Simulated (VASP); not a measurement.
A convergence study with VASP on GaAs (zinc blende): one setting is varied, all else stays as given below, so the limit is that of these other settings.

```
GaAs
1.0
    0.00000     2.82500     2.82500
    2.82500     0.00000     2.82500
    2.82500     2.82500     0.00000
Ga As
1 1
Cartesian
  0.00000   0.00000   0.00000
  1.41250   1.41250   1.41250
```

Method: PBE GGA, VASP's PBE PAW potentials (set 64) (plane waves; VASP). The tightest run used: 550 eV cut-off, 17×17×17 Γ-centred mesh, tetrahedra with Blöchl corrections, potentials Ga_d As.

Gaps are read on the run's mesh, which can miss a band edge.

Problem. The settings run are 3×3×3 mesh; 4×4×4 mesh; 5×5×5 mesh; 6×6×6 mesh; 7×7×7 mesh; 8×8×8 mesh; 9×9×9 mesh; 10×10×10 mesh; 11×11×11 mesh; 12×12×12 mesh; 13×13×13 mesh; 14×14×14 mesh; 15×15×15 mesh; 16×16×16 mesh; 17×17×17 mesh. From which on does the stress (every component) stay within 0.5 GPa of the tightest run?

Solution. From 4×4×4 mesh on: it is off by 0.24 there and by no more than 0.5 in any finer run, while 3×3×3 mesh is off by 1.20.
```tsv
setting	E (eV/atom)	pressure (GPa)	gap on the mesh (eV)	irreducible k-points	difference judged (GPa)
3×3×3 mesh	-3.8324	4.84	0.510	4	1.20
4×4×4 mesh	-4.0355	3.89	0.524	8	0.24
5×5×5 mesh	-4.0933	3.66	0.530	10	0.01
6×6×6 mesh	-4.1125	3.61	0.533	16	0.04
7×7×7 mesh	-4.1197	3.60	0.534	20	0.04
8×8×8 mesh	-4.1226	3.61	0.535	29	0.03
9×9×9 mesh	-4.1238	3.62	0.535	35	0.02
10×10×10 mesh	-4.1244	3.63	0.535	47	0.01
11×11×11 mesh	-4.1247	3.63	0.535	56	0.01
12×12×12 mesh	-4.1249	3.64	0.536	72	0.01
13×13×13 mesh	-4.1250	3.64	0.536	84	0.00
14×14×14 mesh	-4.1250	3.64	0.536	104	0.00
15×15×15 mesh	-4.1250	3.64	0.536	120	0.00
16×16×16 mesh	-4.1251	3.64	0.536	145	0.00
17×17×17 mesh	-4.1251	3.64	0.536	165	0.00
```

Left out are rungs that failed or repeat a setting and relaxations that didn't move; long series are thinned to 24 rows.

The compound is GaAs in the zinc blende structure. The cell was not relaxed at this level.
